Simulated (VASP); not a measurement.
```xyz
1
Lattice="-1.6170 1.6170 1.6170 1.6170 -1.6170 1.6170 1.6170 1.6170 -1.6170" Properties=species:S:1:pos:R:3 pbc="T T T"
W      0.0000     0.0000     0.0000
```

Level of theory: optB86b-vdW, VASP's PBE PAW potentials (set 64) (plane waves; VASP). Run with 520 eV cut-off, 16×16×16 Γ-centred mesh, first-order Methfessel-Paxton smearing of 0.10 eV, potentials W_sv.

Task: Give the stress tensor in GPa (positive for a compressed cell).

Result: 
```
-16.68    0.00    0.00
  0.00  -16.68    0.00
  0.00    0.00  -16.68
```
The pressure is its mean diagonal, -16.68 GPa.

The compound is W in the bcc structure. This cell is one point of a volume scan, at 1.06 of the reference volume.
